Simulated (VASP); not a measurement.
Runs of VASP 6.6.1 on PtSe2 (Sudovikovite). It takes space group P-3m1 (No. 164, trigonal). The conventional cell has a = 3.770 Å, b = 3.770 Å, c = 4.812 Å, α = 90.00°, β = 90.00°, γ = 120.00°. Around Pt (site symmetry -3m) lie 6 Se at 2.53 Å. Se (site symmetry 3m) is surrounded by 3 Pt at 2.53 Å. 

```csv
task,level,spin,cell,k mesh,cutoff (eV),k mesh for the DOS,occupations for the DOS,gap on the mesh (eV),pressure (GPa),largest force (eV/Å)
relaxation of cell and atoms,PBE+D3(BJ),off,relaxed,9 × 9 × 5,600,-,-,none,0.0,-
optical spectrum,PBE,off,"P-3m1, 19.76 Å³/atom",9 × 9 × 5,520,-,-,none,4.0,0.02
band structure,r2SCAN,off,"P-3m1, 19.76 Å³/atom",9 × 9 × 5,520,-,-,-,1.7,0.26
band structure,PBE,off,"P-3m1, 19.76 Å³/atom",9 × 9 × 5,520,-,-,-,4.0,0.02
band structure,PBE,"SOC, no magnetisation","P-3m1, 19.76 Å³/atom",6 × 6 × 4,520,-,-,-,4.3,(a)
```

Alike in all rows: potentials or basis VASP PAW PBE potentials, release 64 (Pt, Se); smearing gaussian 0.03 eV.

Task: Estimate the missing entries.

Result: (a) 0.03.

Caveats: spin-orbit coupling is left out, which moves the levels of the heavy elements (some runs); pairwise dispersion overbinds metals, which lowers pressure and volume (some runs); spectra need much finer meshes, so this one isn't converged (some runs); independent-particle spectra lack excitons (some runs); the intraband (Drude) part of a metal's response may be missing (some runs); the PAW data sets were made with another functional, which shifts forces and pressure a little (some runs).

A k mesh can miss the band edges, and rows without SOC leave out spin-orbit coupling on Pt, Se.

A gap of «none» marks a metal or a gap under the smearing width.
